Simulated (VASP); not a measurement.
Runs of VASP 6.6.1 on NaMg3O4. It takes space group Pm-3m (No. 221, cubic). The conventional cell has a = 4.354 Å, b = 4.354 Å, c = 4.354 Å, α = 90.00°, β = 90.00°, γ = 90.00°. Mg (site symmetry 4/mmm) is surrounded by 6 O at 2.18 Å. Na (site symmetry m-3m) is surrounded by 6 O at 2.18 Å. O (site symmetry 4/mmm) has 4 Mg at 2.18 Å and 2 Na at 2.18 Å as nearest neighbours. O (site symmetry m-3m) has 6 Mg at 2.18 Å as nearest neighbours. The cell comes from a database or a generator and needn't be the stable form of this composition.

| task | level | potentials or basis | cell | cutoff (eV) | smearing | k mesh for the DOS | occupations for the DOS | other keys | gap on the mesh (eV) | pressure (GPa) | relaxed volume (Å³/atom) |
| --- | --- | --- | --- | --- | --- | --- | --- | --- | --- | --- | --- |
| single point | PBE | VASP PAW PBE potentials, release 64 (Mg, Na, O) | as given | 500 | gaussian 0.1 eV | - | - | - | none | -2.4 | - |
| electric field gradients | RPBE+D3(BJ) | VASP PAW PBE potentials, release 64 (Mg, Na_pv, O) | as given | 520 | gaussian 0.05 eV | - | - | - | none | (a) | - |
| relaxation of cell and atoms | revPBE+D3(BJ) | VASP PAW PBE potentials, release 64 (Mg, Na_pv, O) | relaxed | 600 | fermi-dirac 0.02 eV | - | - | ALGO = VeryFast | none | 0.1 | (b) |
| single point | LDA | VASP PAW LDA potentials, release 64 (Mg, Na, O) | as given | 500 | gaussian 0.01 eV | - | - | - | none | -12.0 | - |
| single point | optB88-vdW | VASP PAW PBE potentials, release 64 (Mg_sv_GW, Na_sv_GW, O_GW) | as given | 600 | fermi-dirac 0.02 eV | - | - | - | none | -4.0 | - |
| relaxation of cell and atoms | PBE+rVV10 | VASP PAW PBE potentials, release 54 (Mg, Na_pv, O) | relaxed | 600 | gaussian 0.1 eV | - | - | - | none | 0.0 | 10.09 |

Alike in all rows: no spin polarisation; k mesh 6 × 6 × 6.

Question: Fill in the values left out.

Answer: (a) -18.9; (b) 9.78.

Caveats: an odd number of electrons without spin polarisation forces a metal; a magnetic or distorted state may lie lower; pairwise dispersion overbinds metals, which lowers pressure and volume (some runs); the PAW data sets were made with another functional, which shifts forces and pressure a little (some runs); so large a pressure means that the cell lies far from this level's equilibrium, or that cutoff or potentials fall short (some runs); the potentials were made for another functional, which shifts forces and pressure (some runs).

A gap of «none» marks a metal or a gap under the smearing width.

The runs don't all hold the same shells in valence.
